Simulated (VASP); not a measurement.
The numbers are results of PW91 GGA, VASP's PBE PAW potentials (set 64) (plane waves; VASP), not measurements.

VASP ran on this input.

POSCAR:
```
Au
1.0
  0.0000000000   2.0614205865   2.0614205865
  2.0614205865   0.0000000000   2.0614205865
  2.0614205865   2.0614205865   0.0000000000
Au
1
Cartesian
  0.0000000000   0.0000000000   0.0000000000
```

### KPOINTS
```
kpoints
0
Gamma
15 15 15
0 0 0
```

INCAR:
```
ENCUT = 520   # plane-wave cut-off (eV)
LMAXMIX = 6
LCHARG = .False.
LREAL = .False.   # projection in real space or not
LWAVE = .False.
SIGMA = 0.1   # width (eV)
GGA = 91   # PW91
EDIFF = 1E-7
ALGO = Normal   # blocked Davidson
PREC = Accurate
ISIF = 2   # forces and stress, cell fixed
SYSTEM = Au
NELM = 100
LASPH = .True.
ISMEAR = 1   # Methfessel-Paxton
```

POTCAR, in this order: Au (PBE.64 set). Program: vasp_std.

The run wrote:

### OUTCAR
```
 ion  position               nearest neighbor table
   1  0.000  0.000  0.000-
  LATTYP: Found a face centered cubic cell.
 ALAT       =     4.1228411730
 Subroutine PRICEL returns:
 Original cell was already a primitive cell.
 Subroutine GETGRP returns: Found 48 space group operations
The static configuration has the point symmetry O_h .
The dynamic configuration has the point symmetry O_h .
 Subroutine INISYM returns: Found 48 space group operations
 Subroutine IBZKPT returns following result:
 Found    120 irreducible k-points:

 Following reciprocal coordinates:
            Coordinates               Weight
  0.000000  0.000000  0.000000      1.000000
  0.066667  0.000000  0.000000      8.000000
  0.133333  0.000000  0.000000      8.000000
  0.200000  0.000000  0.000000      8.000000
  0.266667  0.000000  0.000000      8.000000
  0.333333  0.000000  0.000000      8.000000
  0.400000  0.000000  0.000000      8.000000
  0.466667  0.000000  0.000000      8.000000
  0.066667  0.066667  0.000000      6.000000
  0.133333  0.066667  0.000000     24.000000
...
```

**OSZICAR**
```
       N       E                     dE             d eps       ncg     rms          rms(c)
DAV:   1     0.430490994654E+02    0.43049E+02   -0.58109E+03  2376   0.109E+03
DAV:   2    -0.316209091621E+01   -0.46211E+02   -0.43587E+02  2233   0.199E+02
DAV:   3    -0.356207558267E+01   -0.39998E+00   -0.39940E+00  2581   0.195E+01
DAV:   4    -0.356325884023E+01   -0.11833E-02   -0.11832E-02  2435   0.110E+00
DAV:   5    -0.356326624572E+01   -0.74055E-05   -0.74069E-05  2447   0.868E-02    0.864E+00
DAV:   6    -0.326272001338E+01    0.30055E+00   -0.10094E+00  2208   0.978E+00    0.536E+00
DAV:   7    -0.324350274278E+01    0.19217E-01   -0.76394E-02  2322   0.264E+00    0.268E+00
DAV:   8    -0.324110080080E+01    0.24019E-02   -0.14472E-03  2276   0.418E-01    0.267E-01
DAV:   9    -0.324108249815E+01    0.18303E-04   -0.79102E-06  2360   0.322E-02    0.189E-02
DAV:  10    -0.324108695984E+01   -0.44617E-05   -0.18410E-06  2403   0.170E-02    0.456E-03
DAV:  11    -0.324108685999E+01    0.99851E-07   -0.39965E-08  1653   0.197E-03
   1 F= -.32410869E+01 E0= -.32409372E+01  d E =-.449086E-03
```

OUTCAR:
```
------------------------ aborting loop because EDIFF is reached ----------------------------------------
  FORCE on cell =-STRESS in cart. coord.  units (eV):
  Direction    XX          YY          ZZ          XY          YZ          ZX
  --------------------------------------------------------------------------------------
  Total        0.5113499      0.5113499      0.5113499      0.0000000     -0.0000000      0.0000000
  in kB       46.7626348     46.7626348     46.7626348      0.0000000     -0.0000000      0.0000000
  external PRESSURE =      46.7626348 kB  Pullay stress =       0.0000000 kB
  volume of cell :       17.52
      direct lattice vectors                 reciprocal lattice vectors
     0.000000000  2.061420587  2.061420587    -0.242551182  0.242551182  0.242551182
     2.061420587  0.000000000  2.061420587     0.242551182 -0.242551182  0.242551182
     2.061420587  2.061420587  0.000000000     0.242551182  0.242551182 -0.242551182
 POSITION                                       TOTAL-FORCE (eV/Angst)
 -----------------------------------------------------------------------------------
      0.00000      0.00000      0.00000         0.000000      0.000000      0.000000
 -----------------------------------------------------------------------------------
    total drift:                               -0.000000      0.000000      0.000000
  FREE ENERGIE OF THE ION-ELECTRON SYSTEM (eV)
  ---------------------------------------------------
  free  energy   TOTEN  =        -3.2410868600 eV

  energy  without entropy=       -3.2406377738  energy(sigma->0) =       -3.24093716
```
(Selected blocks of OUTCAR.)

The compound is Au in the fcc structure. This cell is one point of a volume scan, at 0.97 of the reference volume.
